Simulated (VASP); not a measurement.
# Si2MoN4 in VASP: relaxation of cell and atoms with PBE

Aim: the relaxation of cell and atoms of Si2MoN4 with PBE.

Everything below comes from runs of VASP 6.6.1. Logs are shortened: lines on timing, memory, paths and dates and some standing lists are left out, and cuts for length are marked.

## 1. Starting point

The cell holds a sheet with vacuum, 7 atoms: a = 2.910 Å, b = 2.910 Å, c = 23.000 Å, α = 90.00°, β = 90.00°, γ = 120.00°.

The cell was built by a generator and needn't be a form met in nature.

## 2. Relaxation of cell and atoms, PBE

INCAR reads:

```
SYSTEM = Si2MoN4
ALGO     = Normal         ! electronic algorithm
EDIFF    = 1E-6           ! SCF threshold, eV
EDIFFG   = -0.005         ! ionic threshold
ENCUT    = 600            ! plane-wave cutoff, eV
GGA      = PE             ! functional
IBRION   = 2              ! ionic algorithm
ISIF     = 3              ! what is computed and relaxed
ISMEAR   = 0              ! smearing method
KPAR     = 2            
LASPH    = .TRUE.         ! aspherical terms in the spheres
LATTICE_CONSTRAINTS= .TRUE. .TRUE. .FALSE.
LCHARG   = .FALSE.        ! write CHGCAR
LREAL    = .FALSE.        ! projectors in reciprocal space
LWAVE    = .FALSE.        ! write WAVECAR
NELM     = 120            ! most SCF steps
NSW      = 40             ! ionic steps
PREC     = Accurate       ! precision mode
SIGMA    = 0.03           ! smearing width, eV
```

KPOINTS reads:

```
k-points
0
G
  18 18 1
  0 0 0
```

POSCAR reads:

```
Si2MoN4
1.0
    2.9100000000      0.0000000000      0.0000000000
   -1.4550000000      2.5201339300      0.0000000000
    0.0000000000      0.0000000000     23.0000000000
N Si Mo
4 2 1
Direct
    0.3333330000      0.6666670000      0.3478260900
    0.6666670000      0.3333330000      0.4456521700
    0.6666670000      0.3333330000      0.5543478300
    0.3333330000      0.6666670000      0.6521739100
    0.6666670000      0.3333330000      0.3695652200
    0.6666670000      0.3333330000      0.6304347800
    0.0000000000      0.0000000000      0.5000000000
```

Potentials or basis: VASP PAW PBE potentials, release 64 (N, Si, Mo_sv).

On the command line:

```
$ cat potpaw_PBE.64/N/POTCAR potpaw_PBE.64/Si/POTCAR potpaw_PBE.64/Mo_sv/POTCAR > POTCAR
$ mpirun -np 2 vasp_std > vasp.out
```

OUTCAR:

```text
SYSTEM = Si2MoN4
   EDIFF = 1E-6
   EDIFFG = -0.005
   ENCUT = 600
   GGA = PE
   IBRION = 2
   ISIF = 3
   ISMEAR = 0
   LASPH = .TRUE.
   LREAL = .FALSE.
   NELM = 120
   NSW = 40
   PREC = Accurate

 ion  position               nearest neighbor table
   1  0.333  0.667  0.348-   5 1.75   5 1.75   5 1.75
   2  0.667  0.333  0.446-   5 1.75   7 2.09   7 2.09   7 2.09
   3  0.667  0.333  0.554-   6 1.75   7 2.09   7 2.09   7 2.09
   4  0.333  0.667  0.652-   6 1.75   6 1.75   6 1.75
   5  0.667  0.333  0.370-   2 1.75   1 1.75   1 1.75   1 1.75
   6  0.667  0.333  0.630-   3 1.75   4 1.75   4 1.75   4 1.75
   7  0.000  0.000  0.500-   2 2.09   3 2.09   2 2.09   3 2.09   2 2.09   3 2.09

  LATTYP: Found a hexagonal cell.
 ALAT       =     2.9100000000
 C/A-ratio  =     7.9037800687

  Lattice vectors:

 A1 = (   2.9100000000,   0.0000000000,   0.0000000000)
 A2 = (  -1.4550000000,   2.5201339300,   0.0000000000)
 A3 = (   0.0000000000,   0.0000000000,  23.0000000000)

Analysis of symmetry for initial positions (statically):
=====================================================================
 Subroutine PRICEL returns:
 Original cell was already a primitive cell.

 Routine SETGRP: Setting up the symmetry group for a
 hexagonal supercell.

 Subroutine GETGRP returns: Found 12 space group operations
 (whereof 12 operations were pure point group operations)
 out of a pool of 24 trial point group operations.

The static configuration has the point symmetry D_3h.

Analysis of symmetry for dynamics (positions and initial velocities):
=====================================================================
 Subroutine PRICEL returns:
 Original cell was already a primitive cell.

 Routine SETGRP: Setting up the symmetry group for a
 hexagonal supercell.

 Subroutine GETGRP returns: Found 12 space group operations
 (whereof 12 operations were pure point group operations)
 out of a pool of 24 trial point group operations.

The dynamic configuration has the point symmetry D_3h.

 Subroutine INISYM returns: Found 12 space group operations
 (whereof 12 operations are pure point group operations),
 and found     1 'primitive' translations

----------------------------------------------------------------------------------------

                                     Primitive cell

  volume of cell :     168.6726

  direct lattice vectors                    reciprocal lattice vectors
     2.910000000  0.000000000  0.000000000     0.343642612  0.198402154  0.000000000
    -1.455000000  2.520133930  0.000000000     0.000000000  0.396804308  0.000000000
     0.000000000  0.000000000 23.000000000     0.000000000  0.000000000  0.043478261

  length of vectors
     2.910000000  2.910000004 23.000000000     0.396804309  0.396804308  0.043478261

  position of ions in fractional coordinates (direct lattice)
     0.333333000  0.666667000  0.347826090
     0.666667000  0.333333000  0.445652170
     0.666667000  0.333333000  0.554347830
     0.333333000  0.666667000  0.652173910
     0.666667000  0.333333000  0.369565220
     0.666667000  0.333333000  0.630434780
     0.000000000  0.000000000  0.500000000

  ion indices of the primitive-cell ions
   primitive index   ion index
                 1           1
                 2           2
                 3           3
                 4           4
                 5           5
                 6           6
                 7           7

----------------------------------------------------------------------------------------

 KPOINTS: k-points

Automatic generation of k-mesh.
 Grid dimensions read from file:
 generate k-points for:   18   18    1

 Generating k-lattice:

  Cartesian coordinates                     Fractional coordinates (reciprocal lattice)
     0.019091256  0.011022342  0.000000000     0.055555556  0.000000000  0.000000000
     0.000000000  0.022044684  0.000000000     0.000000000  0.055555556  0.000000000
     0.000000000  0.000000000  0.043478261     0.000000000  0.000000000  1.000000000

  Length of vectors
     0.022044684  0.022044684  0.043478261

  Shift w.r.t. Gamma in fractional coordinates (k-lattice)
     0.000000000  0.000000000  0.000000000

 Subroutine IBZKPT returns following result:
 ===========================================

 Found     37 irreducible k-points:

 Following reciprocal coordinates:
            Coordinates               Weight
  0.000000  0.000000  0.000000      1.000000
  0.055556  0.000000  0.000000      6.000000
  0.111111  0.000000  0.000000      6.000000
  0.166667 -0.000000  0.000000      6.000000
  0.222222  0.000000  0.000000      6.000000
  0.277778 -0.000000  0.000000      6.000000
[... 16 lines left out ...]
  0.333333  0.111111  0.000000     12.000000
  0.388889  0.111111  0.000000     12.000000
 [... further k-points ...]
   k-points           NKPTS =     37   k-points in BZ     NKDIM =     37   number of bands    NBANDS=     25
   number of dos      NEDOS =    301   number of ions     NIONS =      7
   total plane-waves  NPLWV = 110592
   dimension x,y,z NGX =    24 NGY =   24 NGZ =  192
   dimension x,y,z NGXF=    48 NGYF=   48 NGZF=  384
   ions per type =               4   2   1
   NGX,Y,Z   is equivalent  to a cutoff of  13.71, 13.71, 13.88 a.u.
   NGXF,Y,Z  is equivalent  to a cutoff of  27.42, 27.42, 27.76 a.u.
 SYSTEM =  Si2MoN4
   PREC   = accura    normal or accurate (medium, high low for compatibility)
   ISTART =      0    job   : 0-new  1-cont  2-samecut
   ICHARG =      2    charge: 1-file 2-atom 10-const
   ISPIN  =      1    spin polarized calculation?
   LNONCOLLINEAR =      F non collinear calculations
   LSORBIT =      F    spin-orbit coupling
   LASPH  =      T    aspherical Exc in radial PAW
   ENCUT  =  600.0 eV  44.10 Ry    6.64 a.u.   5.81  5.81 45.94*2*pi/ulx,y,z
   NELM   =    120;   NELMIN=  2; NELMDL= -5     # of ELM steps
   EDIFF  = 0.1E-05   stopping-criterion for ELM
   LREAL  =      F    real-space projection
   EDIFFG = -.5E-02   stopping-criterion for IOM
   NSW    =     40    number of steps for IOM
   IBRION =      2    ionic relax: 0-MD 1-quasi-New 2-CG
   NFREE  =      1    steps in history (QN), initial steepest desc. (CG)
   ISIF   =      3    stress and relaxation
   ISYM   =      2    0-nonsym 1-usesym 2-fastsym
   POTIM  = 0.5000    time-step for ionic-motion
   TEBEG  =    0.0;   TEEND  =   0.0 temperature during run
   PSTRESS=    0.0 pullay stress
   NELECT =      42.0000    total number of electrons
   NUPDOWN=      -1.0000    fix difference up-down
   EMIN   =  10.00;   EMAX   =-10.00  energy-range for DOS
   EFERMI =   0.00;   METHOD = LEGACY
   ISMEAR =     0;   SIGMA  =   0.03  broadening in eV -4-tet -1-fermi 0-gaus
   EFERMI_NEDOS =   21; number of points for ismear=-14 and -15
   IALGO  =     38    algorithm
   IMIX   =      4    mixing-type and parameters
     AMIX     =   0.40;   BMIX     =  1.00
     AMIX_MAG =   1.60;   BMIX_MAG =  1.00
  volume/ion in A,a.u.               =      24.10       162.61
  Fermi-wavevector in a.u.,A,eV,Ry     =   1.029935  1.946295 14.432597  1.060766
  Thomas-Fermi vector in A             =   2.164008
   LORBIT       =      0    0 simple, 1 ext, 2 COOP (PROOUT), +10 PAW based schemes
   GGA     = PE    functional components
   LHFCALC =     F    Hartree Fock is set to
   AEXX    =    0.0000 exact exchange contribution
   IVDW    =     0    specifies the selected vdW correction
   LEPSILON=     F    determine dielectric tensor
   LRPA    =     F    only Hartree local field effects (RPA)
 conjugate gradient relaxation of ions
 non-spin polarized calculation
 Gauss-broadening in eV      SIGMA  =   0.03
  energy-cutoff  :      600.00
  volume of cell :      168.67
 maximum number of plane-waves:      5664
 NGX is ok and might be reduce to    24
   NGX = 11   NGY = 11   NGZ = 91

--------------------------------------- Ionic step        1  -------------------------------------------

 number of electron      42.0000001 magnetization

 Free energy of the ion-electron system (eV)
  ---------------------------------------------------
  ext. energy  EPLUGINS =         0.00000000
  ---------------------------------------------------
  free energy    TOTEN  =       -61.73993539 eV

  energy without entropy =      -61.73993539  energy(sigma->0) =      -61.73993539

------------------------ aborting loop because EDIFF is reached ----------------------------------------

  FORCE on cell =-STRESS in cart. coord.  units (eV):
  Direction    XX          YY          ZZ          XY          YZ          ZX
  --------------------------------------------------------------------------------------
  -------------------------------------------------------------------------------------
  Total       -0.0324713     -0.0324713     -0.4183643      0.0000000      0.0000000     -0.0000000
  in kB       -0.3084366     -0.3084366     -3.9739352      0.0000000      0.0000000     -0.0000000
  external PRESSURE =      -1.5302695 kB  Pullay stress =       0.0000000 kB
[... 149 lines left out ...]
  energy  without entropy=      -61.7408007675  energy(sigma->0) =      -61.74080077

--------------------------------------- Ionic step        5  -------------------------------------------

 number of electron      42.0000001 magnetization

 Free energy of the ion-electron system (eV)
  ---------------------------------------------------
  ext. energy  EPLUGINS =         0.00000000
  ---------------------------------------------------
  free energy    TOTEN  =       -61.74108513 eV

  energy without entropy =      -61.74108513  energy(sigma->0) =      -61.74108513

 E-fermi :   0.8916     XC(G=0):  -5.4155

 val. band max:        0.6341130184   @ k =   0.0000   0.0000   0.0000
 cond. band min:       2.3851076113   @ k =   0.3333   0.3333   0.0000
 fundamental gap:      1.7509945929
 Fermi energy:         0.8915606527

 k-point     1 :       0.0000    0.0000    0.0000
  band No.  band energies     occupation
      1     -60.7365      2.00000
      2     -34.8469      2.00000
      3     -34.4495      2.00000
      4     -34.4495      2.00000
      5     -18.0971      2.00000
      6     -17.9998      2.00000
[... 661 lines left out ...]
     24       4.1443      0.00000
     25       4.4682      0.00000

 [... further k-points ...]

------------------------ aborting loop because EDIFF is reached ----------------------------------------

  FORCE on cell =-STRESS in cart. coord.  units (eV):
  Direction    XX          YY          ZZ          XY          YZ          ZX
  --------------------------------------------------------------------------------------
  -------------------------------------------------------------------------------------
  Total        0.0235465      0.0235465     -0.1603669      0.0000000      0.0000000     -0.0000000
  in kB        0.2238612      0.2238612     -1.5246424      0.0000000      0.0000000     -0.0000000
  external PRESSURE =      -0.3589733 kB  Pullay stress =       0.0000000 kB
[... 22 lines left out ...]
  FREE ENERGIE OF THE ION-ELECTRON SYSTEM (eV)
  ---------------------------------------------------
  free  energy   TOTEN  =       -61.7410851273 eV

  energy  without entropy=      -61.7410851273  energy(sigma->0) =      -61.74108513

 reached required accuracy - stopping structural energy minimisation
```

Wall time 5.8 min (2 MPI ranks of Intel Xeon Platinum 8259CL at 2.50GHz (Skylake/Cascade Lake), shared host); peak memory 0.45 GiB.

What came out:

| Property | Result |
| --- | --- |
| Free energy | -61.7411 eV |
| Relaxed volume | 24.07 Å³/atom |
| Relaxed cell | a = 2.909 Å, b = 2.909 Å, c = 23.000 Å, α = 90.00°, β = 90.00°, γ = 120.00° |
| Space group after relaxing (to 0.05 Å) | P-6m2 (No. 187) |
| Energy gained by relaxing | 0.2 meV/atom |
| Ionic steps | 5 |
| Largest force after relaxing | 0.004 eV/Å |
| Band gap on the k mesh | 1.75 eV, indirect (least direct gap 2.05 eV) |

Forces on the atoms (eV/Å):
```
N    0.000  0.000  0.002
N    0.000  0.000  0.004
N    0.000  0.000 -0.004
N    0.000  0.000 -0.002
Si   0.000  0.000  0.001
Si   0.000  0.000 -0.001
Mo   0.000  0.000  0.000
```

Step by step:
| step | energy change (eV) | largest force (eV/Å) | pressure (GPa) | volume (Å³) |
| --- | --- | --- | --- | --- |
| 1 | 0.0000 | 0.1675 | -0.15 | 168.67 |
| 2 | 0.0000 | 0.2047 | -0.09 | 168.60 |
| 3 | -0.0010 | 0.0810 | -0.12 | 168.63 |
| 4 | -0.0009 | 0.0938 | 0.07 | 168.38 |
| 5 | -0.0011 | 0.0041 | -0.04 | 168.52 |

Final structure:
```cif
data_structure
_symmetry_space_group_name_H-M 'P 1'
_symmetry_Int_Tables_number 1
_cell_length_a 2.9087
_cell_length_b 2.9087
_cell_length_c 23.0000
_cell_angle_alpha 90.000
_cell_angle_beta 90.000
_cell_angle_gamma 120.000
_cell_volume 168.52
loop_
_atom_site_label
_atom_site_type_symbol
_atom_site_fract_x
_atom_site_fract_y
_atom_site_fract_z
_atom_site_occupancy
N1 N 0.33333 0.66667 0.34768 1
N2 N 0.66667 0.33333 0.44574 1
N3 N 0.66667 0.33333 0.55426 1
N4 N 0.33333 0.66667 0.65232 1
Si1 Si 0.66667 0.33333 0.36976 1
Si2 Si 0.66667 0.33333 0.63024 1
Mo1 Mo 0.00000 0.00000 0.50000 1
```
